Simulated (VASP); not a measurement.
# A VASP study of BiRh (rev-vdW-DF2): structure first, properties next, part 4 of 5

Wanted: the relaxed cell of BiRh and its properties. The start is a cell from a database of measured crystal structures.

VASP 6.6.1; rev-vdW-DF2; plane waves and PAW (Bi_d, Rh_pv).

Still holding for the runs below: The k-mesh is coarse for a metal.

So far. Step 5 (Band structure (rev-vdW-DF2)): There is no gap at this level. Step 6 (Density of states (rev-vdW-DF2)): The finer mesh and the other smearing move the Fermi level by -0.03 eV from the 6×6×4 run, a small shift, which tests the Fermi level alone. Of the states within 0.3 eV of the Fermi level, the largest shares in the PAW spheres are Rh d 57 % and Bi p 14 %. The rest lies in smaller channels or between the spheres. The relaxed cell has a = 4.145, c = 5.680 Å (conventional setting).

## (7) Field gradients at the nuclei (rev-vdW-DF2)

Field gradients probe how far the charge around each nucleus departs from cubic symmetry; LASPH keeps the non-spherical terms inside the spheres.

Input file INCAR:

```
SYSTEM = BiRh
PREC = Accurate
ENCUT = 400
EDIFF = 1E-07
NELM = 100
ISMEAR = 1
SIGMA = 0.2
LREAL = .FALSE.
ALGO = Normal
GGA = MK
AGGAC = 0
LUSE_VDW = .TRUE.
PARAM1 = 0.1234
PARAM2 = 0.711357
ZAB_VDW = -1.8867
LASPH = .TRUE.
NBANDS = 37
LORBIT = 11
LWAVE = .FALSE.
LCHARG = .FALSE.
KPAR = 4
LEFG = .TRUE.
```

Input file POSCAR:

```
BiRh
1.0
    4.1451876761      0.0000000000      0.0000000000
   -2.0725938381      3.5898378309      0.0000000000
    0.0000000000      0.0000000000      5.6803058231
Bi Rh
2 2
Direct
    0.3333333333      0.6666666667      0.2500000000
    0.6666666667      0.3333333333      0.7500000000
    0.0000000000      0.0000000000      0.0000000000
    0.0000000000      0.0000000000      0.5000000000
```

Input file KPOINTS:

```
Automatic mesh
0
Gamma
6 6 4
0 0 0
```

Potentials, in the order of the species: Bi_d and Rh_pv (PBE family, release 64).

Started as:

```bash
> mpirun -np 4 vasp_std
```

Log:

```text
[... set-up lines as in an earlier step ...]
 entering main loop
       N       E                     dE             d eps       ncg     rms          rms(c)
DAV:   1     0.725610310007E+03    0.72561E+03   -0.29252E+04  1594   0.177E+03
DAV:   2     0.507150485407E+02   -0.67490E+03   -0.65916E+03  1592   0.545E+02
DAV:   3    -0.923692166040E+01   -0.59952E+02   -0.57736E+02  1727   0.174E+02
DAV:   4    -0.115425640854E+02   -0.23056E+01   -0.22953E+01  1798   0.354E+01
DAV:   5    -0.116400449456E+02   -0.97481E-01   -0.97463E-01  2202   0.706E+00    0.810E+00
DAV:   6    -0.113871012353E+02    0.25294E+00   -0.33049E-01  1909   0.525E+00    0.418E+00
DAV:   7    -0.113215588210E+02    0.65542E-01   -0.18765E-01  1849   0.352E+00    0.930E-01
DAV:   8    -0.113169612214E+02    0.45976E-02   -0.31268E-02  1667   0.134E+00    0.306E-01
DAV:   9    -0.113161425848E+02    0.81864E-03   -0.76978E-03  1783   0.838E-01    0.737E-02
DAV:  10    -0.113161164247E+02    0.26160E-04   -0.32575E-04  1881   0.180E-01    0.309E-02
DAV:  11    -0.113161425219E+02   -0.26097E-04   -0.37769E-05  1987   0.413E-02    0.653E-03
DAV:  12    -0.113161425346E+02   -0.12764E-07   -0.29727E-06  1916   0.126E-02    0.245E-03
DAV:  13    -0.113161422705E+02    0.26418E-06   -0.35801E-07  1328   0.341E-03    0.469E-04
DAV:  14    -0.113161421775E+02    0.92956E-07   -0.38922E-08   992   0.144E-03
ion   1
     0.0000000    -0.0000000    -0.0000000     0.4884077     0.0000000     0.0000000
     0.0000690    -0.0000000    -0.0000000     0.4884077     0.0000000     0.0000000
     0.0000950    -0.0000000    -0.0000000     0.4884077     0.0000000     0.0000000
     0.0001308    -0.0000000    -0.0000000     0.4884076     0.0000000     0.0000000
     0.0001801    -0.0000000    -0.0000000     0.4884076     0.0000000     0.0000000

     0.0000000    -0.0000002     0.0000000  -131.9175497    -0.0000000     0.0000002
     0.0000690    -0.0000002     0.0000000  -131.6683650    -0.0000000     0.0000002
     0.0000950    -0.0000002     0.0000000  -131.5523742    -0.0000000     0.0000002
     0.0001308    -0.0000002     0.0000000  -131.3773034    -0.0000000     0.0000002
     0.0001801    -0.0000002     0.0000000  -131.1142157    -0.0000000     0.0000002

ion   2
     0.0000000    -0.0000000    -0.0000000     0.4884077     0.0000000     0.0000000
     0.0000690    -0.0000000    -0.0000000     0.4884077     0.0000000     0.0000000
     0.0000950    -0.0000000    -0.0000000     0.4884077     0.0000000     0.0000000
     0.0001308    -0.0000000    -0.0000000     0.4884076     0.0000000     0.0000000
     0.0001801    -0.0000000    -0.0000000     0.4884076     0.0000000     0.0000000

     0.0000000    -0.0000002     0.0000000  -131.9175497     0.0000000     0.0000002
     0.0000690    -0.0000002     0.0000000  -131.6683650     0.0000000     0.0000002
     0.0000950    -0.0000002     0.0000000  -131.5523742     0.0000000     0.0000002
     0.0001308    -0.0000002     0.0000000  -131.3773034     0.0000000     0.0000002
     0.0001801    -0.0000002     0.0000000  -131.1142157     0.0000000     0.0000002

ion   3
     0.0000000    -0.0000000     0.0000000    -3.3700536    -0.0000000     0.0000000
     0.0000545    -0.0000000     0.0000000    -3.3700536    -0.0000000     0.0000000
     0.0000750    -0.0000000     0.0000000    -3.3700536    -0.0000000     0.0000000
     0.0001033    -0.0000000     0.0000000    -3.3700536    -0.0000000     0.0000000
     0.0001422    -0.0000000     0.0000000    -3.3700535    -0.0000000     0.0000000

     0.0000000    -0.0000003     0.0000000    32.7064781    -0.0000000     0.0000003
     0.0000545    -0.0000003     0.0000000    32.6943932    -0.0000000     0.0000003
     0.0000750    -0.0000003     0.0000000    32.6875968    -0.0000000     0.0000003
     0.0001033    -0.0000003     0.0000000    32.6765583    -0.0000000     0.0000003
     0.0001422    -0.0000003     0.0000000    32.6587018    -0.0000000     0.0000003

ion   4
     0.0000000    -0.0000000    -0.0000000    -3.3700536     0.0000000     0.0000000
     0.0000545    -0.0000000    -0.0000000    -3.3700536     0.0000000     0.0000000
     0.0000750    -0.0000000    -0.0000000    -3.3700536     0.0000000     0.0000000
     0.0001033    -0.0000000    -0.0000000    -3.3700536     0.0000000     0.0000000
     0.0001422    -0.0000000    -0.0000000    -3.3700535     0.0000000     0.0000000

     0.0000000    -0.0000003    -0.0000000    32.7064781     0.0000000     0.0000003
     0.0000545    -0.0000003    -0.0000000    32.6943932     0.0000000     0.0000003
     0.0000750    -0.0000003    -0.0000000    32.6875968     0.0000000     0.0000003
     0.0001033    -0.0000003    -0.0000000    32.6765583     0.0000000     0.0000003
     0.0001422    -0.0000003    -0.0000000    32.6587018     0.0000000     0.0000003

   1 F= -.11316142E+02 E0= -.11315076E+02  d E =-.319770E-02
```

Run time: 74 s. Hardware: 4 MPI ranks of Intel Xeon Platinum 8259CL at 2.50GHz (Skylake/Cascade Lake), shared host; peak memory 1.6 GiB; 4.3 min of CPU time.

OUTCAR, selected parts (step 7):

```text
   NELECT =      60.0000    total number of electrons

 E-fermi :   9.5007

 k-point     1 :       0.0000    0.0000    0.0000
  band No.  band energies     occupation
    ...
     24       6.8535      2.00000
     25       7.5480      2.00000
     26       7.5480      2.00000
     27       8.5382      2.00000
     28       8.5382      2.00000
     29      10.7317     -0.00000
     30      10.7317     -0.00000
     31      10.8266     -0.00000
     32      12.6887     -0.00000
     33      12.8521     -0.00000
    ...

Total vdW correction in eV:      8.8350499

  Total        0.0038900      0.0038900     -0.0244317     -0.0000000      0.0000000     -0.0000000
  in kB        0.0737352      0.0737352     -0.4630985     -0.0000000      0.0000000     -0.0000000
  external PRESSURE =      -0.1052094 kB  Pullay stress =       0.0000000 kB

 POSITION                                       TOTAL-FORCE (eV/Angst)
 -----------------------------------------------------------------------------------
     -0.00000      2.39323      1.42008         0.000000     -0.000000      0.000000
      2.07259      1.19661      4.26023        -0.000000     -0.000000      0.000000
      0.00000      0.00000      0.00000         0.000000      0.000000      0.000000
      0.00000      0.00000      2.84015         0.000000      0.000000      0.000000
 -----------------------------------------------------------------------------------
    total drift:                                0.000000     -0.000000      0.000000

  FREE ENERGIE OF THE ION-ELECTRON SYSTEM (eV)
  ---------------------------------------------------
  free  energy   TOTEN  =       -11.3161421775 eV

  energy  without entropy=      -11.3129444761  energy(sigma->0) =      -11.31507628

Total vdW correction in eV:      8.8350506

 Electric field gradients after diagonalization (V/A^2)
 (convention: |V_zz| > |V_xx| > |V_yy|)
----------------------------------------------------------------------
 ion       V_xx      V_yy      V_zz     asymmetry (V_yy - V_xx)/ V_zz
----------------------------------------------------------------------
   1     -83.206   -83.204   166.410       0.000
   2     -83.206   -83.204   166.410       0.000
   3      21.095    21.093   -42.189       0.000
   4      21.095    21.093   -42.189       0.000
----------------------------------------------------------------------

[... 9 parts as in an earlier step ...]

[... 8 further parts left out ...]
```

Numbers from this step:

| Quantity | Value |
| --- | --- |
| SCF cycles | 14 |
| bands | 37 |
| irreducible k-points | 21 |
| free energy (TOTEN) | -11.32 eV |
| Fermi energy | 9.501 eV |
| pressure | -0.01052 GPa |

Electric field gradients, by row:

```csv
atom,Vxx (V/Å²),Vyy (V/Å²),Vzz (V/Å²),asymmetry
Bi1,-83.21,-83.2,166.4,0
Bi2,-83.21,-83.2,166.4,0
Rh3,21.09,21.09,-42.19,0
Rh4,21.09,21.09,-42.19,0
```

The largest gradient, 166.41 V/Å², sits on Bi1 and like sites; times the quadrupole moment of a nucleus that has one, it gives the coupling that NMR and NQR see.

## (8) Optical spectrum (rev-vdW-DF2)

LOPTICS sums transitions from filled to empty bands. The mesh is finer than in the run before. NBANDS is raised for it.

INCAR: that of step 7 with these lines changed.

```diff
@@ -3,3 +3,3 @@
 ENCUT = 400
-EDIFF = 1E-07
+EDIFF = 1E-06
 NELM = 100
@@ -16,3 +16,3 @@
 LASPH = .TRUE.
-NBANDS = 37
+NBANDS = 62
 LORBIT = 11
@@ -21,2 +21,4 @@
 KPAR = 4
-LEFG = .TRUE.
+LOPTICS = .TRUE.
+NEDOS = 1500
+CSHIFT = 0.1
```

POSCAR is that of step 7.

Input file KPOINTS:

```
Automatic mesh
0
Gamma
8 8 5
0 0 0
```

Started as:

```bash
> mpirun -np 4 vasp_std
```

Log:

```text
[... set-up lines as in an earlier step ...]
 entering main loop
       N       E                     dE             d eps       ncg     rms          rms(c)
DAV:   1     0.723880048874E+03    0.72388E+03   -0.24664E+04  3866   0.105E+03
DAV:   2     0.638083630962E+02   -0.66007E+03   -0.61951E+03  3720   0.364E+02
DAV:   3    -0.902829005353E+01   -0.72837E+02   -0.70724E+02  4180   0.120E+02
DAV:   4    -0.115686595834E+02   -0.25404E+01   -0.25338E+01  4360   0.223E+01
DAV:   5    -0.116522457833E+02   -0.83586E-01   -0.83558E-01  5552   0.402E+00    0.808E+00
DAV:   6    -0.113961313337E+02    0.25611E+00   -0.18219E-01  4856   0.303E+00    0.422E+00
DAV:   7    -0.113290532704E+02    0.67078E-01   -0.11188E-01  5132   0.215E+00    0.838E-01
DAV:   8    -0.113256529652E+02    0.34003E-02   -0.22539E-02  4610   0.866E-01    0.296E-01
DAV:   9    -0.113246551419E+02    0.99782E-03   -0.49363E-03  4862   0.490E-01    0.594E-02
DAV:  10    -0.113246705796E+02   -0.15438E-04   -0.24806E-04  4962   0.115E-01    0.288E-02
DAV:  11    -0.113246920513E+02   -0.21472E-04   -0.31061E-05  4664   0.282E-02    0.619E-03
DAV:  12    -0.113246923500E+02   -0.29875E-06   -0.25541E-06  4098   0.895E-03
   1 F= -.11324692E+02 E0= -.11324242E+02  d E =-.135178E-02
 optical routines
 imaginary and real dielectric function
 recalculating local potential from charge density
 direction            1
 direction            2
 direction            3
```

The job ended after 77 s (4 MPI ranks; peak memory 2.1 GiB; 4.5 min of CPU time).

From OUTCAR (step 8):

```text
   k-points           NKPTS =     30   k-points in BZ     NKDIM =     30   number of bands    NBANDS=     62

   NELECT =      60.0000    total number of electrons

 E-fermi :   9.4646

 k-point     1 :       0.0000    0.0000    0.0000
  band No.  band energies     occupation
    ...
     24       6.8630      2.00000
     25       7.5552      2.00000
     26       7.5552      2.00000
     27       8.5511      2.00000
     28       8.5511      2.00000
     29      10.7314     -0.00000
     30      10.7314     -0.00000
     31      10.8393     -0.00000
     32      12.6850     -0.00000
     33      12.8525     -0.00000
    ...

  Total       -0.1053993     -0.1053993      0.1316630      0.0000000      0.0000000      0.0000000
  in kB       -1.9978261     -1.9978261      2.4956497      0.0000000      0.0000000      0.0000000
  external PRESSURE =      -0.5000009 kB  Pullay stress =       0.0000000 kB

 POSITION                                       TOTAL-FORCE (eV/Angst)
 -----------------------------------------------------------------------------------
     -0.00000      2.39323      1.42008         0.000000      0.000000      0.000000
      2.07259      1.19661      4.26023        -0.000000      0.000000      0.000000
      0.00000      0.00000      0.00000        -0.000000      0.000000      0.000000
      0.00000      0.00000      2.84015        -0.000000      0.000000      0.000000
 -----------------------------------------------------------------------------------
    total drift:                                0.000000     -0.000000      0.000000

  FREE ENERGIE OF THE ION-ELECTRON SYSTEM (eV)
  ---------------------------------------------------
  free  energy   TOTEN  =       -11.3246923500 eV

  energy  without entropy=      -11.3233405651  energy(sigma->0) =      -11.32424176

Total vdW correction in eV:      8.8357550

Total vdW correction in eV:      8.8357550

 plasma frequency squared (from intraband transitions) (eV^2)
  --------------------------------------------------------------------------------------
      40.159      -0.000       0.000
      -0.000      40.159       0.000
       0.000       0.000      40.488

[... 8 parts as in an earlier step ...]

[... 8 further parts left out ...]
```

These are independent-particle spectra without excitons or local fields, and fine structure depends on the mesh and on CSHIFT. The intraband (Drude) part is not in this spectrum.

Numbers from this step:

| Quantity | Value |
| --- | --- |
| SCF cycles | 12 |
| bands | 62 |
| irreducible k-points | 30 |
| Fermi energy | 9.465 eV |
| pressure | -0.05000 GPa |

The imaginary dielectric function has structure finer than the step of the table below, so its rows give means over 0.5 eV, whole bins alone (the curve runs from 0 to 25.0 eV). Peaks (eV: height): xx 0.84: 66.5; zz 0.45: 16.7, 1.12: 40.4, 2.79: 17.2.

Imaginary dielectric function against photon energy; means over each step:

```csv
photon energy (eV),xx,zz
0.5,38.8,12.7
1.0,51.4,28.8
1.5,20.4,16.2
2.0,13.4,12.7
2.5,12.6,14.0
3.0,15.9,14.7
3.5,14.8,13.6
4.0,12.1,13.0
4.5,8.20,9.84
5.0,6.45,7.65
5.5,5.45,7.30
6.0,4.43,6.34
6.5,3.51,4.44
7.0,3.20,3.69
7.5,2.86,3.99
8.0,3.81,3.75
8.5,4.14,3.24
9.0,3.64,2.53
9.5,2.82,2.22
10.0,2.59,1.79
10.5,2.58,2.09
11.0,2.29,2.55
11.5,2.08,2.80
12.0,1.98,1.91
12.5,1.74,2.19
13.0,1.52,1.88
13.5,1.54,1.89
14.0,1.51,2.06
14.5,1.54,2.10
15.0,1.35,2.01
15.5,1.06,1.45
16.0,1.10,1.29
16.5,1.17,1.18
17.0,1.06,1.50
17.5,0.938,1.05
18.0,0.865,1.01
18.5,0.809,0.702
19.0,0.677,0.581
19.5,0.629,0.523
20.0,0.600,0.463
20.5,0.544,0.408
21.0,0.538,0.380
21.5,0.455,0.377
22.0,0.489,0.341
22.5,0.435,0.352
23.0,0.459,0.467
23.5,0.455,0.486
24.0,0.447,0.439
24.5,0.350,0.331
```

The real dielectric function by photon energy:

```csv
photon energy (eV),xx,zz
0,70.0,36.1
1,0.979,31.8
2,3.22,7.37
3,2.73,3.59
4,-4.16,-1.02
5,-2.87,-2.56
6,-2.36,-2.60
7,-0.594,-1.47
8,0.907,-1.43
9,-0.596,-1.24
10,-0.508,-0.0830
11,-0.684,0.889
12,-0.637,-0.131
13,-0.343,-0.318
14,-0.159,0.0259
15,-0.509,-0.606
16,-0.0587,-0.500
17,-0.179,-0.480
18,-0.0863,-0.452
19,-0.0933,-0.230
20,0.0604,-0.0709
21,0.0971,0.101
22,0.278,0.285
23,0.304,0.368
24,0.224,0.190
```

[end of part 4 of 5]

[Lines on the potential files, build, host, timing and source positions are cut from VASP's logs without a mark.]

[Logs are printed without paths, hosts, clocks, repeated set-up lines and the standing remarks that a program may print on its own settings, such as how far it seeks lower states.]

[Hosts, paths, dates, database ids (printed as entryN), source tags and the programs' standing remarks are cut or masked in the printed files.]

[A measured line is paired with the nearest computed mode of its activity, which favours agreement.]
